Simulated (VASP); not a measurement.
Given:

```xyz
2
Lattice="0.0000 2.3029 2.3029 2.3029 0.0000 2.3029 2.3029 2.3029 0.0000" Properties=species:S:1:pos:R:3 pbc="T T T"
Hf     0.0000     0.0000     0.0000
C      2.3029     2.3029     2.3029
```

Level of theory: PBEsol GGA, VASP's PBE PAW potentials (set 64) (plane waves; VASP 6.6.1). Run with 600 eV cut-off, 12×12×12 Γ-centred mesh, first-order Methfessel-Paxton smearing of 0.10 eV, potentials Hf_pv C.

Energy and stress use the plane-wave basis of the starting cell.

Problem. The ions, cell shape and volume at an external pressure of 15.0 GPa are relaxed. What does this cell relax into?

Solution. 
```xyz
2
Lattice="0.0000 2.2624 2.2624 2.2624 0.0000 2.2624 2.2624 2.2624 0.0000" Properties=species:S:1:pos:R:3 pbc="T T T"
Hf     2.2624     0.0000     2.2624
C      2.2624     2.2624     2.2624
```
Space group Fm-3m (225), at a tolerance of 0.03 Å.

Problem. How do energy and volume change from the first to the last step?

Solution. The energy (σ→0) changes by +27.9 meV/atom and the volume by -5.2 %, in 4 ionic steps.

The compound is HfC in the rock salt structure. This run relaxes it under an external pressure of 15 GPa. Symmetry was kept, so distortions that lower it aren't found.
